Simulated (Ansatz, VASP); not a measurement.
**Zn3C: VASP beside Ansatz**

```xyz
4
Lattice="-2.4730 2.4730 2.4730 2.4730 -2.4730 2.4730 2.4730 2.4730 -2.4730" Properties=species:S:1:pos:R:3 pbc="T T T"
Zn    2.4730    0.0000    0.0000
Zn    0.0000    2.4730    0.0000
Zn    0.0000    0.0000    2.4730
C     0.0000    0.0000    0.0000
```

Alike in both runs: task single point; functional PBE; k mesh 6 × 6 × 6; occupations gaussian, width 0.1 eV; no spin polarisation.

|  | VASP | Ansatz |
| --- | --- | --- |
| version | VASP 6.6.1 | Ansatz 0.2.0 |
| potentials or method | VASP PAW PBE potentials, release 64 (Zn, C) | scalar-relativistic, plane waves, PAW |
| plane-wave cutoff (eV) | 520 | 420 |
| valence electrons in the cell | 40 | 40 |

|  | VASP | Ansatz | Ansatz less VASP |
| --- | --- | --- | --- |
| gap on the k mesh at the Fermi level (eV) | none | none | - |
| pressure (GPa) | -2.4 | -2.7 | -0.30 |

A gap of «none» marks a metal or a gap that the smearing closes. The functional is the same, so the differences come from potentials, cutoffs and numerics.
